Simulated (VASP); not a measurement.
Data:

```
CELL_PARAMETERS angstrom
      1.49695    -2.59279     0.00000
      1.49695     2.59279     0.00000
      0.00000     0.00000     5.63089
ATOMIC_POSITIONS crystal
  Cd 0.33333 0.66667 0.25000
  Cd 0.66667 0.33333 0.75000
```

All values below come from PBE GGA with D3 dispersion (zero damping), VASP's PBE PAW potentials (set 64) (plane waves; VASP). Run with 520 eV cut-off, Gaussian smearing of 0.050 eV, potentials Cd.

Give the energies of bands 11 to 15 at the high-symmetry points, in eV from the Fermi level.

```json
[
 {"band": "11", "Γ": "-8.46", "M": "-2.29", "K": "0.03", "A": "-7.28", "L": "-1.48", "H": "1.05"},
 {"band": "12", "Γ": "-2.99", "M": "-1.83", "K": "0.03", "A": "-7.28", "L": "-1.48", "H": "1.05"},
 {"band": "13", "Γ": "-2.96", "M": "2.00", "K": "0.43", "A": "3.75", "L": "0.07", "H": "1.51"},
 {"band": "14", "Γ": "10.58", "M": "3.04", "K": "4.36", "A": "3.75", "L": "0.07", "H": "1.51"},
 {"band": "15", "Γ": "14.41", "M": "3.15", "K": "4.85", "A": "14.73", "L": "8.09", "H": "1.85"}
]
```

It has no gap at this level: it comes out as a metal or semimetal.

The compound is Cd in the hcp structure. It was relaxed first.
